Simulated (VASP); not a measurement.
# A VASP study of EuSiGe (rev-vdW-DF2): structure first, properties next

Aim: relax EuSiGe, then compute properties on the relaxed cell. The steps: full relaxation (rev-vdW-DF2), second relaxation, single point with fields (rev-vdW-DF2), bands along the symmetry lines (rev-vdW-DF2), density of states (rev-vdW-DF2) and electric field gradients (rev-vdW-DF2). The cell is invented: it takes the structure of a Materials Project entry for SrSiGe (space group 187 there), with some of its atoms replaced by other elements, volume scaled by an estimate. It may not be a known or stable phase.

Program: VASP 6.6.1. Level of theory: rev-vdW-DF2, spin-polarised from a ferromagnetic start (one magnetic atom a cell); plane waves and PAW (Eu, Ge_d, Si), in the first sound run; inputs show where later runs differ. Results are calculated unless marked as measured.

This is a report of a sequence of runs, with most program output left out.

**1. Starting point**

Before any relaxation, the start is as follows. It takes space group P-6m2 (No. 187, hexagonal). The conventional cell has a = 4.283 Å, b = 4.283 Å, c = 4.478 Å, α = 90.00°, β = 90.00°, γ = 120.00°. Nearest to Eu lie 6 Si at 3.34 Å and 6 Ge at 3.34 Å. Ge has 3 Si at 2.47 Å and 6 Eu at 3.34 Å nearest. Nearest to Si lie 3 Ge at 2.47 Å and 6 Eu at 3.34 Å. It derives from SrSiGe. it takes the structure of a Materials Project entry for SrSiGe (space group 187 there), with some of its atoms replaced by other elements, volume scaled by an estimate. Farther neighbours are not listed.

**2. Full relaxation (rev-vdW-DF2)**

The start need not lie at this functional's minimum. ISIF = 3 frees volume, shape and positions, and EDIFFG sets the threshold on forces and stress at which the search stops. rev-vdW-DF2 revises the exchange of vdW-DF2 for solids. LUSE_VDW switches on a nonlocal correlation term for dispersion.

Input file INCAR:

```
SYSTEM = EuSiGe
PREC = Accurate
ENCUT = 450
EDIFF = 1E-06
NELM = 100
ISMEAR = 0
SIGMA = 0.05
LREAL = .FALSE.
ALGO = Normal
GGA = MK
AGGAC = 0
LUSE_VDW = .TRUE.
PARAM1 = 0.1234
PARAM2 = 0.711357
ZAB_VDW = -1.8867
LASPH = .TRUE.
ISPIN = 2
MAGMOM = 7 0 0
LMAXMIX = 6
LORBIT = 11
LWAVE = .FALSE.
LCHARG = .FALSE.
IBRION = 2
NSW = 60
ISIF = 3
EDIFFG = -0.01
```

Input file POSCAR:

```
EuSiGe
1.0
    4.2834220000      0.0000000000      0.0000000000
   -2.1417110000      3.7095520000      0.0000000000
    0.0000000000      0.0000000000      4.4784210000
Eu Ge Si
1 1 1
Direct
    0.6666666700      0.3333333300      0.0000000000
    0.0000000000      0.0000000000      0.5000000000
    0.3333333300      0.6666666700      0.5000000000
```

Input file KPOINTS:

```
Automatic mesh
0
Gamma
5 5 5
0 0 0
```

PAW data sets: Eu, Ge_d and Si (PBE family, release 64).

Launch:

```console
$ mpirun -np 1 vasp_std
```

Run time: 14 min. Hardware: 1 MPI rank of Intel Xeon 6975P-C (Granite Rapids), shared host; peak memory 0.43 GiB.

The cell holds one magnetic atom, so no antiferromagnetic order fits into it. The k-mesh is coarse for a metal. Without U or exact exchange the f electrons of Eu come out too delocalised, which can shrink the cell and pin f bands at the Fermi level. The PAW data sets were made with PBE, which is usual practice but a small mismatch for other functionals. After so large a change of volume the plane waves of the start cell no longer fit, so the final stress carries a basis-set error. The run keeps the 12 symmetry operations of its start, so it cannot find a distortion of lower symmetry.

Step by step:

```csv
step,energy less that of the first step (eV),largest force (eV/Å),pressure (GPa),volume (Å³)
1,0.0000,0.0000,-4.22,71.16
2,-0.0863,0.0000,0.40,64.91
3,-0.0866,0.0000,-0.02,65.17
4,-0.0865,0.0000,0.30,65.05
5,-0.0928,0.0000,0.23,64.91
6,-0.0937,0.0000,0.15,64.82
7,-0.0937,0.0000,0.07,64.83
8,-0.0935,0.0000,0.09,64.87
9,-0.0937,0.0000,0.13,64.83
10,-0.0937,0.0000,-0.21,65.02
11,-0.0937,0.0000,0.00,64.96
```

| conventional cell, symmetrised | before | after | change |
| --- | --- | --- | --- |
| a (Å) | 4.283 | 4.202 | -1.9 % |
| b (Å) | 4.283 | 4.202 | -1.9 % |
| c (Å) | 4.478 | 4.249 | -5.1 % |
| volume (Å³/atom) | 23.72 | 21.65 | -8.7 % |

Final coordinates:

```xyz
3
Lattice="4.2018 0.0000 0.0000 -2.1009 3.6388 0.0000 0.0000 0.0000 4.2486" Properties=species:S:1:pos:R:3 pbc="T T T"
Eu    2.1009    1.2129    0.0000
Ge    0.0000    0.0000    2.1243
Si    0.0000    2.4259    2.1243
```

This step gave:

```
electrons                                         : 35
bands                                             : 25
irreducible k-points                              : 15
symmetry operations                               : 12
free energy (TOTEN)                               : -15.42 eV
energy at zero smearing                           : -15.42 eV
Fermi energy                                      : 5.435 eV
pressure                                          : -0.001966 GPa
moment of the cell, from the last line of the log : -6.707 μB
metallic                                          : yes
SCF cycles over all ionic steps                   : 130
```

Spin moment in the PAW sphere by atom:

| atom | spin moment in the PAW sphere (μB) |
| --- | --- |
| Eu1 | -6.47 |
| Ge2 | 0.04 |
| Si3 | 0.03 |

It ends with forces that vanish by symmetry and a pressure of 0.00 GPa.

**3. Second relaxation**

A relaxation keeps the plane waves of the cell it began with, so it is repeated from the new cell, on a basis made for it.

INCAR is that of step 2.

Input file POSCAR:

```
EuSiGe
1.0
    4.2017580461      0.0000000000      0.0000000000
   -2.1008790230      3.6388289570      0.0000000000
    0.0000000000      0.0000000000      4.2485770187
Eu Ge Si
1 1 1
Direct
    0.6666666700      0.3333333300      0.0000000000
    0.0000000000      0.0000000000      0.5000000000
    0.3333333300      0.6666666700      0.5000000000
```

KPOINTS is that of step 2.

Launch:

```console
$ mpirun -np 1 vasp_std
```

It took 5 min on 1 MPI rank; peak memory 0.41 GiB.

Relaxation path:

```csv
step,energy less that of the first step (eV),largest force (eV/Å),pressure (GPa),volume (Å³)
1,0.0000,0.0000,-0.18,64.96
2,-0.0001,0.0000,0.05,64.73
3,-0.0001,0.0000,-0.01,64.81
4,-0.0001,0.0000,0.02,64.77
```

| conventional cell, symmetrised | before | after | change |
| --- | --- | --- | --- |
| a (Å) | 4.202 | 4.199 | -0.1 % |
| b (Å) | 4.202 | 4.199 | -0.1 % |
| c (Å) | 4.249 | 4.243 | -0.1 % |
| volume (Å³/atom) | 21.65 | 21.59 | -0.3 % |

Final coordinates:

```
Eu Ge Si
1.0
     4.19854    0.00000    0.00000
    -2.09927    3.63604    0.00000
     0.00000    0.00000    4.24294
Eu Ge Si
1 1 1
Direct
  0.66667 0.33333 0.00000
  0.00000 0.00000 0.50000
  0.33333 0.66667 0.50000
```

This step gave:

```yaml
free_energy_toten: -15.41 eV
energy_at_zero_smearing: -15.41 eV
fermi_energy: 5.456 eV
pressure: 0.01680 GPa
moment_of_the_cell_from_the_last_line_of_the_log: 6.709 μB
scf_cycles_over_all_ionic_steps: 44
```

Spin moment in the PAW sphere by atom:

```
atom  spin moment in the PAW sphere (μB)
 Eu1                                6.47
 Ge2                               -0.03
 Si3                               -0.03
```

It ends with forces that vanish by symmetry and a pressure of 0.02 GPa.

**4. Single point with fields (rev-vdW-DF2)**

The relaxed cell gets a fresh self-consistent run, on a basis set for its own volume, to fix the density and to check the remaining stress.

Changes to INCAR since step 3:

```diff
@@ -21,6 +21,5 @@
 LWAVE = .FALSE.
-LCHARG = .FALSE.
-IBRION = 2
-NSW = 60
-ISIF = 3
-EDIFFG = -0.01
+LCHARG = .TRUE.
+ISIF = 2
+LELF = .TRUE.
+LVHAR = .TRUE.
```

Input file POSCAR:

```
EuSiGe
1.0
    4.1985413585      0.0000000000      0.0000000000
   -2.0992706792      3.6360432244      0.0000000000
    0.0000000000      0.0000000000      4.2429382734
Eu Ge Si
1 1 1
Direct
    0.6666666700      0.3333333300      0.0000000000
    0.0000000000      0.0000000000      0.5000000000
    0.3333333300      0.6666666700      0.5000000000
```

KPOINTS is that of step 3.

Launch:

```console
$ mpirun -np 1 vasp_std
```

Elapsed: 1.8 min, on 1 MPI rank; peak memory 0.4 GiB.

With spin, VASP writes an ELF for each channel.

This step gave:

```yaml
scf_cycles: 19
pressure: 0.01295 GPa
```

Valence electrons inside each PAW sphere by angular momentum. Sphere charges, by row:

| atom | s (e) | p (e) | d (e) | f (e) | tot (e) |
| --- | --- | --- | --- | --- | --- |
| Eu1 | 2.027 | 5.701 | 0.434 | 6.55 | 14.71 |
| Ge2 | 1.145 | 1.281 | 10.04 | 0 | 12.46 |
| Si3 | 0.786 | 0.853 | 0 | 0 | 1.639 |

Spin density in the ab plane at fractional z = 0.500, with atoms of Ge and Si within 0.2 Å of it.

Values in units of 1e-2 e/Å³, 13 rows by 14 columns, each cell a mean:
```
 0.4 -0.3 -0.5 -0.3 -0.2 -0.1  0.0  0.0 -0.1 -0.2 -0.3 -0.5 -0.2  0.4
-0.4 -0.5 -0.4 -0.4 -0.4 -0.3 -0.3 -0.3 -0.4 -0.4 -0.4 -0.5 -0.4 -0.4
-0.3 -0.3 -0.4 -0.6 -0.5 -0.2 -0.3 -0.6 -0.5 -0.4 -0.3 -0.3 -0.4 -0.4
-0.1 -0.2 -0.4 -0.5  0.0  0.2 -0.3 -0.5 -0.3 -0.1  0.0  0.0  0.0  0.0
 0.1 -0.1 -0.3 -0.2  0.2  0.1 -0.3 -0.3  0.0  0.1  0.2  0.2  0.2  0.2
 0.1 -0.1 -0.3 -0.4 -0.3 -0.3 -0.2  0.1  0.2  0.3  0.4  0.4  0.4  0.3
 0.1 -0.1 -0.4 -0.6 -0.5 -0.2  0.1  0.3  0.4  0.5  0.5  0.5  0.4  0.3
 0.1 -0.2 -0.4 -0.5 -0.3  0.0  0.3  0.4  0.5  0.5  0.5  0.5  0.4  0.3
 0.0 -0.3 -0.4 -0.3 -0.1  0.2  0.3  0.5  0.5  0.5  0.5  0.5  0.3  0.2
-0.3 -0.4 -0.5 -0.3  0.0  0.2  0.4  0.5  0.5  0.5  0.5  0.4  0.2  0.0
-0.5 -0.5 -0.5 -0.3  0.0  0.2  0.4  0.5  0.5  0.5  0.4  0.2  0.0 -0.3
 0.2  0.1 -0.5 -0.3  0.0  0.2  0.3  0.4  0.4  0.3  0.2  0.0 -0.3 -0.4
 1.1  0.3 -0.5 -0.3  0.0  0.1  0.2  0.2  0.2  0.1 -0.1 -0.3 -0.4  0.3
```
Columns run along a (4.2 Å), rows up along b (4.2 Å). Atoms in or near the plane, at fractional coordinates: Ge at (0.00, 0.00), Si at (0.33, 0.67).

Electrostatic potential energy in the ab plane at fractional z = 0.500, with atoms of Ge and Si within 0.2 Å of it. With pseudopotentials it is smooth inside the atoms' cores, unlike the true potential.

Ten even steps from '_' (-82 eV) to '@' (2 eV), each cell a mean:
```
--==##%%@@@@%%%%@@@@%%**--::
++**%%%%%%**++##%%@@%%**====
##%%%%##--....==%%@@%%##****
@@@@##--______++%%@@@@@@@@@@
@@%%++______::##@@@@@@@@@@@@
@@%%==....--##@@@@@@@@@@@@@@
@@%%**++**##@@@@@@@@@@@@@@@@
@@@@%%%%%%@@@@@@@@@@@@@@@@@@
@@@@@@@@@@@@@@@@@@@@@@@@@@@@
%%####%%@@@@@@@@@@@@@@@@@@@@
++++++##@@@@@@@@@@@@@@@@%%##
----==**@@@@@@@@@@@@@@@@**==
::--++##@@@@@@@@@@@@@@##==--
```
Columns run along a (4.2 Å; values clipped at the 3rd and 97th percentile), rows up along b (4.2 Å). Atoms in or near the plane, at fractional coordinates: Ge at (0.00, 0.00), Si at (0.33, 0.67).

ELF of down spins in the ab plane at fractional z = 0.500, with atoms of Ge and Si within 0.2 Å of it. It is the smooth field of the valence electrons, not physical close to the nuclei.

Values, 13 rows by 14 columns, each cell a mean:
```
0.19 0.30 0.50 0.57 0.65 0.64 0.61 0.62 0.65 0.64 0.54 0.48 0.24 0.17
0.36 0.49 0.60 0.70 0.70 0.60 0.55 0.64 0.73 0.69 0.55 0.49 0.32 0.26
0.50 0.58 0.72 0.73 0.53 0.33 0.40 0.63 0.75 0.69 0.53 0.48 0.45 0.45
0.56 0.67 0.69 0.52 0.19 0.12 0.35 0.62 0.71 0.63 0.50 0.45 0.44 0.46
0.57 0.65 0.55 0.30 0.11 0.16 0.43 0.63 0.62 0.52 0.44 0.41 0.42 0.46
0.56 0.61 0.52 0.40 0.37 0.44 0.58 0.59 0.47 0.36 0.30 0.29 0.33 0.42
0.56 0.64 0.67 0.67 0.66 0.64 0.58 0.47 0.32 0.24 0.21 0.22 0.29 0.41
0.57 0.67 0.74 0.75 0.69 0.60 0.45 0.33 0.21 0.16 0.16 0.19 0.29 0.41
0.56 0.62 0.64 0.63 0.57 0.48 0.34 0.24 0.16 0.14 0.16 0.22 0.33 0.45
0.50 0.52 0.53 0.50 0.48 0.43 0.30 0.22 0.17 0.17 0.21 0.29 0.41 0.46
0.41 0.38 0.43 0.46 0.43 0.42 0.31 0.25 0.23 0.25 0.32 0.40 0.44 0.45
0.19 0.18 0.33 0.45 0.45 0.44 0.38 0.36 0.36 0.38 0.44 0.45 0.43 0.30
0.28 0.17 0.37 0.47 0.51 0.52 0.50 0.50 0.50 0.52 0.50 0.48 0.32 0.19
```
Columns run along a (4.2 Å), rows up along b (4.2 Å). Atoms in or near the plane, at fractional coordinates: Ge at (0.00, 0.00), Si at (0.33, 0.67).

In this run the pressure is 0.01 GPa, small enough to go on.

**5. Bands along the symmetry lines (rev-vdW-DF2)**

This step: rev-vdW-DF2, spin-polarised from a ferromagnetic start; plane waves and PAW (Eu, Ge_d, Si); invented cell (VASP 6.6.1).

The mesh alone shows little of the dispersion and can miss band extrema, so KPOINTS_OPT adds a path through the symmetry points after the self-consistent cycle.

Changes to INCAR since step 4:

```diff
@@ -17,3 +17,3 @@
 ISPIN = 2
-MAGMOM = 7 0 0
+MAGMOM = 6.475 -0.034 -0.034
 LMAXMIX = 6
@@ -21,5 +21,2 @@
 LWAVE = .FALSE.
-LCHARG = .TRUE.
-ISIF = 2
-LELF = .TRUE.
-LVHAR = .TRUE.
+LCHARG = .FALSE.
```

POSCAR is that of step 4.

KPOINTS is that of step 4.

Input file KPOINTS_OPT:

```
Line mode
16
Line-mode
Reciprocal
  0.00000000   0.00000000   0.00000000 GAMMA
  0.50000000   0.00000000   0.00000000 M

  0.50000000   0.00000000   0.00000000 M
  0.33333333   0.33333333   0.00000000 K

  0.33333333   0.33333333   0.00000000 K
  0.00000000   0.00000000   0.00000000 GAMMA

  0.00000000   0.00000000   0.00000000 GAMMA
  0.00000000   0.00000000   0.50000000 A

  0.00000000   0.00000000   0.50000000 A
  0.50000000   0.00000000   0.50000000 L

  0.50000000   0.00000000   0.50000000 L
  0.33333333   0.33333333   0.50000000 H

  0.33333333   0.33333333   0.50000000 H
  0.00000000   0.00000000   0.50000000 A

  0.50000000   0.00000000   0.50000000 L
  0.50000000   0.00000000   0.00000000 M

  0.33333333   0.33333333   0.00000000 K
  0.33333333   0.33333333   0.50000000 H
```

Launch:

```console
$ mpirun -np 1 vasp_std
```

Elapsed: 9.3 min, on 1 MPI rank; peak memory 0.41 GiB.

Spin-orbit coupling is off here; with elements this heavy it splits and shifts levels by tenths of an eV or more.

Numbers from this step:

```yaml
bands: 24
pressure: 0.01694 GPa
```

Spin up. Electronic bands along the path, in eV, zero at the Fermi level; # counts the bands kept:

```csv
point,#8,#9,#10,#11,#12
Γ,-0.39,-0.39,-0.27,-0.09,-0.09
0.47 of the way,-0.37,-0.34,-0.26,-0.20,0.92
M,-0.33,-0.31,-0.30,-0.21,1.60
0.47 of the way,-0.31,-0.31,-0.29,0.06,0.52
K,-0.32,-0.29,-0.20,-0.17,1.74
0.47 of the way,-0.35,-0.32,-0.24,0.06,1.17
Γ,-0.39,-0.39,-0.27,-0.09,-0.09
0.47 of the way,-0.31,-0.31,-0.27,-0.20,0.74
A,-0.34,-0.27,-0.20,-0.20,-0.06
0.47 of the way,-0.35,-0.34,-0.32,-0.03,0.00
L,-0.36,-0.35,-0.34,-0.28,0.40
0.47 of the way,-0.37,-0.35,-0.35,-0.28,1.07
H,-0.38,-0.36,-0.36,-0.29,2.46
0.47 of the way,-0.35,-0.35,-0.34,-0.19,0.55
A,-0.34,-0.27,-0.20,-0.20,-0.06
jump to L,-0.36,-0.35,-0.34,-0.28,0.40
0.53 of the way,-0.35,-0.33,-0.29,-0.28,0.12
M,-0.33,-0.31,-0.30,-0.21,1.60
jump to K,-0.32,-0.29,-0.20,-0.17,1.74
0.53 of the way,-0.36,-0.32,-0.31,-0.29,3.03
H,-0.38,-0.36,-0.36,-0.29,2.46
```

Of the projections kept (Eu, Ge, Si), the largest for each band there; the rest of the weight can lie on other orbitals:

```
point       #8       #9      #10      #11      #12
    Γ  Eu 1.00  Eu 1.00  Eu 1.00  Eu 0.95  Eu 0.90
    M  Eu 1.00  Eu 1.00  Eu 1.00  Eu 0.98  Ge 0.37
    K  Eu 1.00  Eu 1.00  Eu 0.97  Eu 0.96  Eu 0.64
    Γ  Eu 1.00  Eu 1.00  Eu 1.00  Eu 0.95  Eu 0.90
    A  Eu 1.00  Eu 1.00  Eu 0.67  Eu 0.67  Eu 0.90
    L  Eu 1.00  Eu 1.00  Eu 1.00  Eu 1.00  Eu 0.59
```

Spin down. The electronic bands at the labelled points (eV, zero at the Fermi level; # counts the bands kept):

```csv
point,#1,#2,#3,#4,#5,#6,#7,#8
Γ,-2.64,-2.64,-1.95,-1.79,-0.15,1.74,1.74,3.92
0.47 of the way,-5.67,-2.96,-1.86,-0.76,0.88,2.39,2.57,2.59
M,-8.20,-3.30,-1.84,-1.69,0.99,3.09,3.10,3.34
0.47 of the way,-8.13,-4.46,-1.65,-0.24,0.19,2.72,3.57,3.84
K,-8.17,-5.32,-1.01,-0.91,1.75,1.83,2.62,4.16
0.47 of the way,-6.43,-3.81,-1.83,0.27,0.83,1.34,2.41,3.80
Γ,-2.64,-2.64,-1.95,-1.79,-0.15,1.74,1.74,3.92
0.47 of the way,-3.58,-2.43,-2.43,-1.69,0.81,0.81,1.60,3.19
A,-4.91,-2.11,-2.11,-1.32,0.13,0.13,2.17,2.17
0.47 of the way,-5.32,-4.10,-3.16,-0.24,-0.18,2.13,2.90,3.01
L,-7.47,-3.85,-2.26,-2.01,0.09,3.95,4.01,4.13
0.47 of the way,-7.80,-4.01,-2.05,-1.98,0.93,3.37,3.83,4.09
H,-8.38,-4.16,-1.86,-1.82,2.55,2.60,3.01,3.97
0.47 of the way,-6.28,-3.59,-3.56,-0.78,0.57,2.23,3.19,4.09
A,-4.91,-2.11,-2.11,-1.32,0.13,0.13,2.17,2.17
jump to L,-7.47,-3.85,-2.26,-2.01,0.09,3.95,4.01,4.13
0.53 of the way,-7.91,-3.56,-1.94,-1.28,-0.61,3.54,3.80,4.07
M,-8.20,-3.30,-1.84,-1.69,0.99,3.09,3.10,3.34
jump to K,-8.17,-5.32,-1.01,-0.91,1.75,1.83,2.62,4.16
0.53 of the way,-8.29,-4.72,-1.59,-1.54,2.74,2.96,3.28,3.58
H,-8.38,-4.16,-1.86,-1.82,2.55,2.60,3.01,3.97
```

Of the projections kept (Eu, Ge, Si), the largest for each band there; the rest of the weight can lie on other orbitals:

| point | #1 | #2 | #3 | #4 | #5 | #6 | #7 | #8 |
| --- | --- | --- | --- | --- | --- | --- | --- | --- |
| Γ | Ge 0.57 | Ge 0.57 | Ge 0.53 | Ge 0.50 | Eu 0.82 | Ge 0.42 | Ge 0.42 | Eu 1.00 |
| M | Si 0.59 | Ge 0.56 | Ge 0.44 | Ge 0.40 | Ge 0.46 | Eu 0.89 | Eu 0.59 | Eu 0.87 |
| K | Si 0.72 | Ge 0.54 | Ge 0.72 | Si 0.62 | Eu 0.53 | Eu 0.51 | Eu 0.74 | Eu 1.00 |
| Γ | Ge 0.57 | Ge 0.57 | Ge 0.53 | Ge 0.50 | Eu 0.82 | Ge 0.42 | Ge 0.42 | Eu 1.00 |
| A | Ge 0.48 | Ge 0.61 | Ge 0.61 | Ge 0.51 | Eu 0.45 | Eu 0.45 | Eu 0.91 | Eu 0.91 |
| L | Si 0.49 | Ge 0.53 | Ge 0.49 | Si 0.39 | Ge 0.48 | Eu 0.98 | Eu 0.97 | Eu 1.00 |

There is no gap at this level.

**6. Density of states (rev-vdW-DF2)**

A density of states needs more k-points than a total energy; ISMEAR = -5 takes tetrahedra, and LORBIT projects the states on the PAW spheres. The mesh is finer than in the run before.

Changes to INCAR since step 5:

```diff
@@ -5,3 +5,3 @@
 NELM = 100
-ISMEAR = 0
+ISMEAR = -5
 SIGMA = 0.05
@@ -22 +22,2 @@
 LCHARG = .FALSE.
+NEDOS = 2001
```

POSCAR is that of step 5.

Input file KPOINTS:

```
Automatic mesh
0
Gamma
8 8 7
0 0 0
```

Launch:

```console
$ mpirun -np 1 vasp_std
```

Elapsed: 3.6 min, on 1 MPI rank; peak memory 0.45 GiB.

Flat bands give spikes narrower than the energy grid here, so the curve is not tabled. With tetrahedra the forces and stress of a metal are not exact derivatives of the energy.

This step gave:

* SCF cycles: 18
* irreducible k-points: 40
* free energy (TOTEN): -15.36 eV
* Fermi energy: 5.524 eV
* pressure: -0.4863 GPa
* moment of the cell, from the last line of the log: 6.907 μB
* DOS at the Fermi level: 1.260 states/eV/cell

The finer mesh and the other smearing move the Fermi level by +0.07 eV from the 5×5×5 run, one measure of the sampling error in the zero of the bands above.

**7. Electric field gradients (rev-vdW-DF2)**

Field gradients probe how far the charge around each nucleus departs from cubic symmetry; LASPH keeps the non-spherical terms inside the spheres.

Changes to INCAR since step 6:

```diff
@@ -3,5 +3,5 @@
 ENCUT = 450
-EDIFF = 1E-06
+EDIFF = 1E-07
 NELM = 100
-ISMEAR = -5
+ISMEAR = 0
 SIGMA = 0.05
@@ -22,2 +22,2 @@
 LCHARG = .FALSE.
-NEDOS = 2001
+LEFG = .TRUE.
```

POSCAR is that of step 6.

Input file KPOINTS:

```
Automatic mesh
0
Gamma
5 5 5
0 0 0
```

Launch:

```console
$ mpirun -np 1 vasp_std
```

Wall time 2.2 min (1 MPI rank); peak memory 0.4 GiB.

Numbers from this step:

| Quantity | Value |
| --- | --- |
| SCF cycles | 22 |
| irreducible k-points | 15 |
| free energy (TOTEN) | -15.41 eV |
| Fermi energy | 5.456 eV |
| pressure | 0.006708 GPa |
| moment of the cell, from the last line of the log | 6.709 μB |

Electric field gradients, by row:

| atom | Vxx (V/Å²) | Vyy (V/Å²) | Vzz (V/Å²) | asymmetry |
| --- | --- | --- | --- | --- |
| Eu1 | 4.685 | 4.683 | -9.368 | 0 |
| Ge2 | 33.83 | 33.83 | -67.66 | 0 |
| Si3 | 17.16 | 17.16 | -34.32 | 0 |

The largest gradient, -67.66 V/Å², sits on Ge2; times the quadrupole moment of a nucleus that has one, it gives the coupling that NMR and NQR see.

**8. Outcome**

* relaxed volume: 21.59 Å³/atom
* relaxed conventional cell a, b, c: 4.199, 4.199, 4.243 Å; angles 90.0, 90.0, 120.0°
* space group after relaxing, within 0.02 Å: P-6m2 (No. 187)
* moment of the cell (5×5×5 mesh): 6.71 μB
* largest site moment (5×5×5 mesh): 6.47 μB on Eu1
* band gap: none, a metal
* DOS at the Fermi level: 1.26 states/eV/cell
* largest field gradient Vzz: -67.66 V/Å² on Ge2

In words: With rev-vdW-DF2, EuSiGe relaxes to 21.59 Å³/atom in space group P-6m2, comes out as a metal and keeps moments of up to 6.47 μB (5×5×5 mesh). Bands along the symmetry lines (rev-vdW-DF2), spin up: Of the bands kept, 2 cross the Fermi level on this path. Bands along the symmetry lines (rev-vdW-DF2), spin down: Of the bands kept, 2 cross the Fermi level on this path. Spin-orbit coupling is left out, and with elements this heavy it would split and shift bands near the Fermi level. The k-sampling is coarse for a metal, so the Fermi level, moments, pressures and the shape of the cell carry errors. Only the typed magnetic starts were tried, so the magnetic ground state may differ and with it the other results. No search among competing phases was made. All values are for a static lattice at zero temperature.

[Lines on the potential files, build, host, timing and source positions are cut from VASP's logs without a mark.]

[Logs are printed without paths, hosts, clocks, repeated set-up lines and the standing remarks that a program may print on its own settings, such as how far it seeks lower states.]

[Hosts, paths, dates, database ids (printed as entryN), source tags and the programs' standing remarks are cut or masked in the printed files.]

[A measured line is paired with the nearest computed mode of its activity, which favours agreement.]
